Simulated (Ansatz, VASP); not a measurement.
**MoAu2: VASP beside Ansatz**

```
Mo Au
1.0
    -1.73559    1.73559    4.26614
     1.73559   -1.73559    4.26614
     1.73559    1.73559   -4.26614
Mo Au
1 2
Direct
  0.00000 0.00000 0.00000
  0.66586 0.66586 0.00000
  0.33414 0.33414 0.00000
```

Alike in both runs: functional PBE; k mesh 6 × 6 × 6; occupations gaussian, width 0.1 eV; no spin polarisation.

Ansatz relaxed the structure, and its values are those at the end. VASP's run is a single point on that final structure, the one shown.

|  | VASP | Ansatz |
| --- | --- | --- |
| version | VASP 6.6.1 | Ansatz 0.2.0 |
| potentials or method | VASP PAW PBE potentials, release 64 (Mo_sv, Au) | scalar-relativistic, plane waves, PAW |
| plane-wave cutoff (eV) | 520 | 420 |
| valence electrons in the cell | 36 | 52 |

VASP gave:

* gap on the k mesh at the Fermi level (eV): none
* pressure (GPa): -0.1
* rms of the force components (eV/Å): 0.008

Problem. Estimate Ansatz's values.

Solution. gap on the k mesh at the Fermi level (eV): none; pressure (GPa): 0.0; rms of the force components (eV/Å): 0.006.

A gap of «none» marks a metal or a gap that the smearing closes. The two sets of potentials don't hold the same shells in valence.

Caveats: the k mesh is coarse (spacing up to 0.43 Å⁻¹), so the values aren't converged. The runs have no spin-orbit coupling, so splittings on Au are missing.
